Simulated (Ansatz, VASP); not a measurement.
# ZnS in two plane-wave programs, part 2 of 2

Aim: how closely do two programs agree when they are given the same cell, functional and k mesh? The cell is taken from a series of runs on this material, whose earlier steps may have relaxed, scaled, displaced or heated it; both programs get it as it stands.

VASP 6.6.1 and Ansatz 0.2.0.

So far: Starting point; VASP: zone-centre phonons, PBE.

## Step 3: Ansatz: zone-centre phonons, PBE

Level of this step: Ansatz beside VASP: Kohn-Sham DFT, plane waves, PBE (Ansatz).

Ansatz runs on its PAW soft_1 files.

The same cell, functional and mesh now go to Ansatz, which takes its cutoff from its data sets.

input.yaml

```yaml
crystal:
  lattice:
    - [0.0, 2.7218308454, 2.7218308454]
    - [2.7218308454, 0.0, 2.7218308454]
    - [2.7218308454, 2.7218308454, 0.0]
  atoms:
    - { symbol: S, position: [0.0, 0.0, 0.0] }
    - { symbol: Zn, position: [0.75, 0.75, 0.75] }
kpoints:
  mp_grid: { grid: [12, 12, 12] }
hamiltonian:
  xc: pbe
  pseudopotentials: { kind: paw, azcp: { folder: soft_1 } }
scf:
  occupations: { method: fixed }
output:
  eigenvalues: true
phonons:
  method: dfpt
  dielectric: true
  rigid_motions: translations
  raman: true
```

Started as:

```bash
ansatz run input.yaml --threads 4 --pin off --max-ram 10240MiB --backend cpu --events-out ev --progress --plain --runs-dir out
```

Numbers of over 12 decimals in the logs are rounded to 6 here.

The program printed:

```text
Engine: ansatz 0.2.0, aarch64-unknown-linux-gnu
Pseudopotentials: kind: paw
Pseudopotential: S, paw, valence charge 6, recommended cutoff 420 eV (normal), soft_1/S.paw.azcp
Pseudopotential: Zn, paw, valence charge 12, recommended cutoff 420 eV (normal), soft_1/Zn.paw.azcp
Functional definition: PBE
  parameter kappa = 0.804
  parameter beta = 0.066725
  exchange = pbe_x(kappa = kappa, mu = beta*pi^2/3)
  correlation = pbe_c(beta = beta)
Crystal: 2 atoms, lattice volume = 40.329 Å³
Basis set: ecut = 420 eV, 749 PW (Γ), exchange–correlation on 54×54×54 points (8 copies of the dense FFT grid, shifted against one another)
Bands: 13, of which v1, the nominal top of the filled ones, is band 9 counted from 1 (8 counted from 0)
Symmetry: 24 space group operations
k-points: 280 of 1728 (irreducible under 4 space group operations, time reversal used)
Non-local potential: S, projectors of the file, l = 0: 2, l = 1: 2, l = 2: 1
Non-local potential: Zn, projectors of the file, l = 0: 2, l = 1: 2, l = 2: 3, l = 3: 1
PAW form: soft (Blöchl's): semilocal exchange-correlation on the pseudo side does not see the compensation charge
PAW one-centre angular grid: S, 110 points (default); XC on 64 Gauss nodes
PAW one-centre angular grid: Zn, 590 points (default); XC on 64 Gauss nodes
Initial density: superposition of atomic densities (chi_scale 0.1, normalization cell, long waves kept (reshape's long-wave potential 0.00 eV rms))
Initial wavefunctions: pseudopotential atomic-orbital guess
Functional: x = pbe(κ = 0.804, μ = 0.219515), c = pbe(β = 0.066725)
SCF iter   1: F=—  HF=-4222.829568 eV  |F-HF|=—  |Δ(HF+E_count)|=         —  Δρ=4.12e-2  dr2=4.13e-1  ethr=3.10e-3  ⟨swp⟩=5.1  Hψ=21702  notcnv=0  defer=533
preconditioner: auto → none  [insulator: Δε(μ)=2.210 eV  Ē_g=12.455 eV  n_scr=14 (ndim 8)  ℏωp=24.8 eV  f_vac=0.000  ε∞_Penn≈5.0]
SCF iter   2: F=—  HF=-4222.747686 eV  |F-HF|=—  |Δ(HF+E_count)|=   8.19e-2  Δρ=1.43e-2  dr2=4.60e-2  ethr=2.29e-3  ⟨swp⟩=2.0  Hψ=8699  notcnv=0  defer=540
SCF iter   3: F=—  HF=-4222.739477 eV  |F-HF|=—  |Δ(HF+E_count)|=   8.21e-3  Δρ=1.04e-2  dr2=2.11e-2  ethr=2.55e-4  ⟨swp⟩=2.0  Hψ=6464  notcnv=0  defer=552
SCF iter   4: F=—  HF=-4222.736186 eV  |F-HF|=—  |Δ(HF+E_count)|=   3.29e-3  Δρ=2.40e-3  dr2=1.71e-3  ethr=1.17e-4  ⟨swp⟩=2.0  Hψ=8672  notcnv=0  defer=552
SCF iter   5: F=—  HF=-4222.736117 eV  |F-HF|=—  |Δ(HF+E_count)|=   6.93e-5  Δρ=6.22e-4  dr2=8.84e-5  ethr=9.51e-6  ⟨swp⟩=2.2  Hψ=6135  notcnv=0  defer=552
SCF iter   6: F=—  HF=-4222.736156 eV  |F-HF|=—  |Δ(HF+E_count)|=   3.86e-5  Δρ=9.15e-5  dr2=1.57e-6  ethr=4.91e-7  ⟨swp⟩=2.7  Hψ=6377  notcnv=0  defer=318
SCF iter   7: F=—  HF=-4222.736156 eV  |F-HF|=—  |Δ(HF+E_count)|=   4.29e-8  Δρ=1.10e-5  dr2=3.36e-8  ethr=8.70e-9  ⟨swp⟩=2.0  Hψ=5678  notcnv=0
SCF iter   8: F=—  HF=-4222.736156 eV  |F-HF|=—  |Δ(HF+E_count)|=   8.75e-9  Δρ=8.72e-7  dr2=2.71e-10  ethr=1.87e-10  ⟨swp⟩=2.0  Hψ=5925  notcnv=0
SCF iter   9: F=-4222.736156 eV  HF=-4222.736156 eV  |F-HF|=4.18e-11  |Δ(HF+E_count)|=  1.24e-10  Δρ=3.08e-7  dr2=1.64e-11  ethr=1.00e-12  ⟨swp⟩=9.1  Hψ=27390  notcnv=0
SCF 1 converged in 9 iterations: F = -4222.736156 eV  dr2 = 1.64e-11
  greatest PAW one-centre occupation: 0.984 electrons in one spin orbital (limit 2), on the Zn atom at site 1 (counted from 0), in its partial waves of l = 2
NSCF: frozen V_eff on 1 k-points
DFPT response loops at Γ: preconditioner auto → none (the input reference at scf.mixing.eps_inf says where Resta's filter doesn't serve); β = 0.50; Broyden in place of MSR1
── the response to a field inside a basis, on 12×12×12 k-points: an SCF that follows is theirs, and a resumed run solves both again ──
Bands: 10, of which v1, the nominal top of the filled ones, is band 9 counted from 1 (8 counted from 0)
k-points: 182
Initial density: handed on by an earlier stage of this run
Initial wavefunctions: pseudopotential atomic-orbital guess (no wavefunctions were taken with the density)
Eigensolver: Dense (182 Hₖ)
SCF iter   1: F=—  HF=-4222.736513 eV  |F-HF|=—  |Δ(HF+E_count)|=         —  Δρ=3.53e-4  dr2=1.83e-5  ethr=1.00e-1
preconditioner: auto → none  [insulator: Δε(μ)=2.069 eV  Ē_g=9.768 eV  n_scr=14 (ndim 8)  ℏωp=24.8 eV  f_vac=0.027  ε∞_Penn≈7.5]
SCF iter   2: F=—  HF=-4222.736509 eV  |F-HF|=—  |Δ(HF+E_count)|=   4.23e-6  Δρ=3.96e-4  dr2=2.72e-5  ethr=1.02e-7
SCF iter   3: F=—  HF=-4222.736523 eV  |F-HF|=—  |Δ(HF+E_count)|=   1.48e-5  Δρ=3.67e-4  dr2=3.19e-5  ethr=1.02e-7
SCF iter   4: F=—  HF=-4222.736508 eV  |F-HF|=—  |Δ(HF+E_count)|=   1.57e-5  Δρ=1.67e-5  dr2=5.74e-8  ethr=1.02e-7
SCF iter   5: F=—  HF=-4222.736508 eV  |F-HF|=—  |Δ(HF+E_count)|=   2.53e-9  Δρ=4.48e-6  dr2=4.09e-9  ethr=3.19e-10
SCF iter   6: F=-4222.736508 eV  HF=-4222.736508 eV  |F-HF|=1.82e-11  |Δ(HF+E_count)|=  6.95e-10  Δρ=4.11e-7  dr2=3.36e-11  ethr=2.27e-11
SCF 1 converged in 6 iterations: F = -4222.736508 eV  dr2 = 3.36e-11
  greatest PAW one-centre occupation: 0.983 electrons in one spin orbital (limit 2), on the Zn atom at site 1 (counted from 0), in its partial waves of l = 2
DFPT response loops at Γ: mixed as the last ones told, above
DFPT response loops at Γ: mixed as the last ones told, above
SCF converged after 9 iterations
Free energy (F): -4222.736156 eV
Harris-Foulkes:  -4222.736156 eV  (|F-HF|=4.18e-11)
Internal energy: -4222.736156 eV  (E = F + TS)
E sigma→0 (E₀):  -4222.736156 eV
Fermi energy:    5.489457 eV
--- Per-component energies (eV) ---
  E_band       = 1.017955
  E_kinetic    = 252.595788
  E_local      = -2281.655352  (includes V_loc(G=0)·N_el)
  E_nonlocal   = 854.874689
  E_hartree    = 869.338425
  E_xc         = -167.099001
  E_vxc        = -133.387376  (∫ρ·V_xc dr)
  E_paw        = -2506.543071  (= ΣΔE_a)
  E_vpaw       = -430.086158  (= ΣTr[D̂ρ^β])
  E_aug_tail   = -0.000270  (compensation charges beyond the density's cutoff)
  E_ewald      = -1244.247363
  E_smearing   = -0.000000  (= −TS)
  E_closure    = -0.000000  (closes the sum)
  Σ components = -4222.736156   (vs F -4222.736156, Δ=0.00e0)
--- Band table (eV; the first three rows and the last of 280) ---
  k-point 0: bands = [... 5 lower, -0.2908, 5.4895, 5.4895, 5.4895, 7.5005, 11.8735, 11.8735, 11.8735]
  k-point 1: bands = [... 5 lower, -0.2918, 4.9065, 5.4234, 5.4234, 7.9693, 11.7937, 11.9908, 11.9908]
  k-point 2: bands = [... 5 lower, -0.2926, 3.8315, 5.2528, 5.2528, 8.6176, 11.8292, 12.2621, 12.2621]
  k-point 279: bands = [... 5 lower, 0.0878, 1.0030, 2.8453, 2.8605, 11.1864, 11.4080, 13.2933, 13.6945]
--- Phonons (Γ-DFPT): 2 representative perturbations + reference, on 280 of 1728 k-points (Σ response iterations 6) ---
  k mesh reduced under 4 symmetry operations, with k and −k counted as one. Each operation leaves every solved perturbation unchanged. A smaller set is not considered because the run solves the response to a homogeneous field
  ASR residual: 2.477e-4 → 0.000e0 eV/Å²; symmetrization residual: 5.275e-6 eV/Å²
  ASR residual per site (eV/Å²): 3.89e-5 2.48e-4
  Γ frequencies (cm⁻¹): 0.00 0.00 0.00 260.14 260.14 260.14
  ε∞ (high-frequency dielectric tensor):
        5.935710    -0.000000     0.000000
       -0.000000     5.935710     0.000000
        0.000000     0.000000     5.935710
  ε⁰ (static dielectric tensor: ions relaxed, cell fixed):
        9.346900    -0.000000     0.000000
       -0.000000     9.346900     0.000000
        0.000000     0.000000     9.346900
  ε⁰ − ε∞ (ionic part):
        3.411190    -0.000000     0.000000
       -0.000000     3.411190     0.000000
        0.000000     0.000000     3.411190
  softest optical mode at Γ: 260.14 cm⁻¹; the repairs (sum rule, projections) moved no ω² at Γ by more than (1.14 cm⁻¹)²
  Born effective charges Z* (e; rows j = field, columns β = displacement):
    site 0:
        -2.01743    0.00000   -0.00000
         0.00000   -2.01743   -0.00000
         0.00000   -0.00000   -2.01743
    site 1:
         2.01743   -0.00000    0.00000
        -0.00000    2.01743    0.00000
        -0.00000    0.00000    2.01743
  Z* charge neutrality: 3.398e-4 e pre-enforcement
  solved inside a basis spanned on kpoints, on 12×12×12 k-points transformed towards the longest dipole: ε∞ is read to err by 1.5e-2, Z* by 1.3e-2 e (field_mesh: kpoints solves on kpoints); Z* is corrected for what the basis lacks
  Raman tensors (in the event stream and the table raman_tensors.tsv): an entry may err by 6.3e-3 Å², one of the second-order susceptibility by 1.5e-1 pm/V (basis, points and sum rule); their sum over the sites missed zero by 5.750e-7 Å² ahead of its enforcement
  optical modes at Γ without the LO–TO term, one row a degenerate level:
      ω (cm⁻¹)  modes    IR ((D/Å)²/amu)  static Raman (Å⁴/amu)  depolarisation
        260.14      3            13.0951                 4.7569           0.750
  optical modes at Γ + LO–TO along q̂ = [1.0000, 0.0000, 0.0000]:
      ω (cm⁻¹)  modes    IR ((D/Å)²/amu)  static Raman (Å⁴/amu)  depolarisation
        260.14      2             8.7301                 3.1713           0.750
        326.45      1             4.3650                 2.9273           0.750
  optical modes at Γ + LO–TO along q̂ = [0.0000, 1.0000, 0.0000]:
      ω (cm⁻¹)  modes    IR ((D/Å)²/amu)  static Raman (Å⁴/amu)  depolarisation
        260.14      2             8.7301                 3.1713           0.750
        326.45      1             4.3650                 2.9273           0.750
  optical modes at Γ + LO–TO along q̂ = [0.0000, 0.0000, 1.0000]:
      ω (cm⁻¹)  modes    IR ((D/Å)²/amu)  static Raman (Å⁴/amu)  depolarisation
        260.14      2             8.7301                 3.1713           0.750
        326.45      1             4.3650                 2.9273           0.750
```

## Step 4: Differences

Known differences besides the potentials themselves: fixed occupations in Ansatz, narrow Gaussian smearing in VASP; VASP's response is taken on the typed mesh, Ansatz refines its own for the field response alone; the cutoff is 420 eV in Ansatz and 500 eV in VASP. Total energies have different zeros and are not compared.

Compared:

```tsv
quantity	Ansatz	VASP	difference
ε∞ xx	5.94	5.93	+0.13 %
ε∞ yy	5.94	5.93	+0.13 %
ε∞ zz	5.94	5.93	+0.13 %
Born charge of S1 (mean of the diagonal) (e)	-2.02	-2.03	+0.02
Born charge of Zn2 (mean of the diagonal) (e)	2.02	2.03	-0.02
optical mode 1 to 3 (cm⁻¹)	260.1	260.3	-0.06 %
```

Modes are paired by rising frequency, not by their patterns, so a pair may set unlike modes beside each other; they are those without the splitting of longitudinal modes.

## Step 5: What came out

* r.m.s. difference of the optical zone-centre modes, each program's sorted by frequency (zone-centre phonons, PBE): 0.17 cm⁻¹

The r.m.s. difference of the optical zone-centre modes, each program's sorted by frequency is 0.17 cm⁻¹ (zone-centre phonons, PBE). How closely two codes agree says nothing of how well the functional describes the real material.

[Lines on the potential files, build, host, timing and source positions are cut from VASP's logs without a mark.]

[Logs are printed without paths, hosts, clocks, repeated set-up lines and the standing remarks that a program may print on its own settings, such as how far it seeks lower states.]

[Hosts, paths, dates, database ids (printed as entryN), source tags and the programs' standing remarks are cut or masked in the printed files.]
